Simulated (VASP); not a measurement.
Input for VASP

**KPOINTS**
```
Automatic
0
G
 15 15 15
```

File POSCAR:
```
MoSi2
1
   -1.5885040435     1.5885040435     3.8933139195
    1.5885040435    -1.5885040435     3.8933139195
    1.5885040435     1.5885040435    -3.8933139195
Si Mo
2 1
Direct
  0.6647985734   0.6647985734   0.0000000000
  0.3352014266   0.3352014266   0.0000000000
  0.0000000000   0.0000000000   0.0000000000
```

**INCAR**
```
ALGO = Normal
EDIFF = 1E-7
ENCUT = 520
ISIF = 2
ISMEAR = -5
LASPH = .TRUE.
LCHARG = .TRUE.
LEFG = .TRUE.
LMAXMIX = 4
LORBIT = 11
LREAL = .FALSE.
LWAVE = .FALSE.
NEDOS = 601
NELM = 100
PREC = Accurate
SYSTEM = MoSi2
```

POTCAR, in this order: Si Mo_sv (LDA.64 set). Program: vasp_std.

Question: Translate this LDA calculation to Quantum ESPRESSO's pw.x.

Answer: One equivalent input (not run):
```
&CONTROL
  calculation = 'scf'
  pseudo_dir = './pseudo'
  outdir = './out'
  tprnfor = .true.
  tstress = .true.
/
&SYSTEM
  ibrav = 0
  nat = 3
  ntyp = 2
  ecutwfc = 80
  occupations = 'tetrahedra'
  input_dft = 'pz'
/
&ELECTRONS
  conv_thr = 7.3e-09
  electron_maxstep = 100
/
ATOMIC_SPECIES
  Si 28.085 Si.upf
  Mo 95.950 Mo.upf
CELL_PARAMETERS angstrom
    -1.5885040    1.5885040    3.8933139
     1.5885040   -1.5885040    3.8933139
     1.5885040    1.5885040   -3.8933139
ATOMIC_POSITIONS crystal
  Si   0.6647986  0.6647986  0.0000000
  Si   0.3352014  0.3352014  0.0000000
  Mo   0.0000000  0.0000000  0.0000000
K_POINTS automatic
  15 15 15 0 0 0
```
What does not carry over: the potentials are each code's own (VASP's PAW set, PseudoDojo norm-conserving files in pw.x), so ENCUT and ecutwfc are chosen apart and not converted; conv_thr bounds pw.x's estimated SCF error, while EDIFF bounds the energy change between steps; the field gradients of LEFG aren't asked of the other code.

The compound is MoSi2 in the MoSi2 type structure. It was relaxed first.
